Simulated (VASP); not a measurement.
```cif
data_CZr
_chemical_formula_sum 'Zr1 C1'
_space_group_name_H-M_alt 'P 1'
_space_group_IT_number 1
_cell_length_a 3.31051
_cell_length_b 3.31051
_cell_length_c 3.31051
_cell_angle_alpha 60.000
_cell_angle_beta 60.000
_cell_angle_gamma 60.000
loop_
_space_group_symop_operation_xyz
  'x, y, z'
loop_
_atom_site_label
_atom_site_type_symbol
_atom_site_fract_x
_atom_site_fract_y
_atom_site_fract_z
_atom_site_occupancy
Zr1 Zr 0.00000 0.00000 0.00000 1
C1 C 0.50000 0.50000 0.50000 1
```

Computed with PBE GGA with D3 dispersion (zero damping), VASP's PBE PAW potentials (set 64) (plane waves; VASP). Run with 520 eV cut-off, 13×13×13 Γ-centred mesh, first-order Methfessel-Paxton smearing of 0.10 eV, potentials Zr_sv C.

Problem. Give the energy at these volumes per atom, relative to the lowest: 12.05, 12.44, 12.82, 13.21, 13.59 Å³.

Solution. 37.4, 8.9, 0.0, 7.8, 30.1 meV/atom. A third-order Birch-Murnaghan fit gives B0 = 232 GPa and B0′ = 4.1.

Measured: a 4.696 Å (computed value off by -0.3 %), as given by Guo-Xu Zhang et al., New Journal of Physics (2018), doi:10.1088/1367-2630/aac7f0. The calculation is for a static lattice, while the measured a holds thermal and zero-point effects, which are part of the difference.

The compound is ZrC in the rock salt structure. It was relaxed first.
